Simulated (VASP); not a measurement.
These are r2SCAN+rVV10, VASP's PBE PAW potentials (set 64) (plane waves; VASP 6.6.1) values and carry that method's errors.

A VASP calculation is set up with these files.

### KPOINTS_OPT
```
k-points along high-symmetry lines
6
Line-mode
Reciprocal
  0.000000   0.000000   0.000000 ! GAMMA
  0.000000   0.500000   0.000000 ! M

  0.000000   0.500000   0.000000 ! M
 -0.333333   0.666667   0.000000 ! K

 -0.333333   0.666667   0.000000 ! K
  0.000000   0.000000   0.000000 ! GAMMA

  0.000000   0.000000   0.000000 ! GAMMA
  0.000000   0.000000   0.500000 ! A

  0.000000   0.000000   0.500000 ! A
  0.000000   0.500000   0.500000 ! L

  0.000000   0.500000   0.500000 ! L
 -0.333333   0.666667   0.500000 ! H

 -0.333333   0.666667   0.500000 ! H
  0.000000   0.000000   0.500000 ! A

  0.000000   0.500000   0.500000 ! L
  0.000000   0.500000   0.000000 ! M

 -0.333333   0.666667   0.500000 ! H
 -0.333333   0.666667   0.000000 ! K
```

### INCAR
```
ALGO = Normal
BPARAM = 11.95
CPARAM = 0.0093
EDIFF = 1E-7
ENCUT = 520
ISIF = 2
ISMEAR = -5
LASPH = .TRUE.
LCHARG = .FALSE.
LEFG = .TRUE.
LMAXMIX = 4
LMIXTAU = .TRUE.
LORBIT = 11
LREAL = .FALSE.
LUSE_VDW = .TRUE.
LWAVE = .FALSE.
METAGGA = R2SCAN
NEDOS = 601
NELM = 100
PREC = Accurate
SYSTEM = ZnS
```

### POSCAR
```
ZnS
1
    1.8978964644    -3.2872530623     0.0000000000
    1.8978964644     3.2872530623     0.0000000000
    0.0000000000     0.0000000000     6.2200942025
Zn S
2 2
Direct
  0.6666670000   0.3333330000   0.5002087878
  0.3333330000   0.6666670000   0.0002087878
  0.6666670000   0.3333330000   0.8747912122
  0.3333330000   0.6666670000   0.3747912122
```

### KPOINTS
```
Automatic
0
gamma
8 8 4
0 0 0
```

POTCAR, in this order: Zn S (PBE.64 set). Program: vasp_std.

The run wrote:

### OSZICAR
```
       N       E                     dE             d eps       ncg     rms          rms(c)
DAV:   1     0.217312653306E+03    0.21731E+03   -0.18259E+04  1320   0.205E+03
DAV:   2    -0.192522666636E+02   -0.23656E+03   -0.23154E+03  1362   0.391E+02
DAV:   3    -0.423204171661E+02   -0.23068E+02   -0.22966E+02  1614   0.124E+02
DAV:   4    -0.428316443547E+02   -0.51123E+00   -0.51081E+00  1518   0.190E+01
DAV:   5    -0.428402602758E+02   -0.86159E-02   -0.86151E-02  1636   0.240E+00    0.107E+01
DAV:   6    -0.386748997982E+02    0.41654E+01   -0.37615E+00  1560   0.543E+01    0.953E+00
DAV:   7    -0.360445788308E+02    0.26303E+01   -0.12227E+00  1350   0.137E+01    0.457E+00
DAV:   8    -0.366822329174E+02   -0.63765E+00   -0.94100E-01  1344   0.738E+00    0.153E+00
DAV:   9    -0.366937672092E+02   -0.11534E-01   -0.24899E-01  1320   0.471E+00    0.853E-01
DAV:  10    -0.366601797978E+02    0.33587E-01   -0.81073E-02  1380   0.289E+00    0.406E-01
DAV:  11    -0.366946223794E+02   -0.34443E-01   -0.26238E-02  1398   0.162E+00    0.183E-01
DAV:  12    -0.367071294645E+02   -0.12507E-01   -0.18086E-02  1398   0.109E+00    0.936E-02
DAV:  13    -0.367040393703E+02    0.30901E-02   -0.10753E-03  1624   0.419E-01    0.595E-02
DAV:  14    -0.367091192496E+02   -0.50799E-02   -0.41566E-03  1380   0.544E-01    0.644E-02
DAV:  15    -0.367089483712E+02    0.17088E-03   -0.70374E-04  1700   0.373E-01    0.304E-02
DAV:  16    -0.367093486174E+02   -0.40025E-03   -0.26027E-04  1434   0.130E-01    0.167E-02
DAV:  17    -0.367093572863E+02   -0.86689E-05   -0.10950E-05  1708   0.408E-02    0.658E-03
DAV:  18    -0.367093555275E+02    0.17588E-05   -0.45521E-06  1548   0.150E-02    0.174E-03
DAV:  19    -0.367093577577E+02   -0.22302E-05   -0.14541E-06  1422   0.122E-02    0.853E-04
DAV:  20    -0.367093582114E+02   -0.45375E-06   -0.16476E-07   988   0.623E-03    0.584E-04
DAV:  21    -0.367093578259E+02    0.38554E-06   -0.40296E-08   852   0.376E-03    0.461E-04
DAV:  22    -0.367093579973E+02   -0.17143E-06   -0.19752E-08   780   0.307E-03    0.311E-04
DAV:  23    -0.367093579430E+02    0.54287E-07   -0.91381E-09   768   0.817E-04
   1 F= -.36709358E+02 E0= -.36709358E+02  d E =0.000000E+00
       N       E                     dE             ncg
       N       E                     dE             ncg
```

File OUTCAR:
```
------------------------ aborting loop because EDIFF is reached ----------------------------------------
  FORCE on cell =-STRESS in cart. coord.  units (eV):
  Direction    XX          YY          ZZ          XY          YZ          ZX
  --------------------------------------------------------------------------------------
  Total       -0.0292248     -0.0292248      0.0339555      0.0000000      0.0000000      0.0000000
  in kB       -0.6032939     -0.6032939      0.7009526      0.0000000      0.0000000      0.0000000
  external PRESSURE =      -0.1685450 kB  Pullay stress =       0.0000000 kB
  volume of cell :       77.61
      direct lattice vectors                 reciprocal lattice vectors
     1.897896464 -3.287253062  0.000000000     0.263449566 -0.152102680  0.000000000
     1.897896464  3.287253062  0.000000000     0.263449566  0.152102680  0.000000000
     0.000000000  0.000000000  6.220094203     0.000000000  0.000000000  0.160769269
  FREE ENERGIE OF THE ION-ELECTRON SYSTEM (eV)
  ---------------------------------------------------
  free  energy   TOTEN  =       -36.7093579430 eV

  energy  without entropy=      -36.7093579430  energy(sigma->0) =      -36.70935794

 total charge

# of ion       s       p       d       tot
------------------------------------------
    1        0.503   0.488   9.818  10.810
    2        0.503   0.488   9.818  10.810
    3        1.302   2.470   0.000   3.771
    4        1.302   2.470   0.000   3.771
--------------------------------------------------
tot          3.610   5.915  19.637  29.162

 Electric field gradients after diagonalization (V/A^2)
 (convention: |V_zz| > |V_xx| > |V_yy|)
----------------------------------------------------------------------
 ion       V_xx      V_yy      V_zz     asymmetry (V_yy - V_xx)/ V_zz
----------------------------------------------------------------------
   1      -0.237    -0.224     0.461       0.028
   2      -0.237    -0.224     0.461       0.028
   3      -1.245    -1.244     2.489       0.000
   4      -1.245    -1.244     2.489       0.000
```
(Selected blocks of OUTCAR.)

The compound is ZnS in the wurtzite structure, the high-temperature form. It was relaxed first.
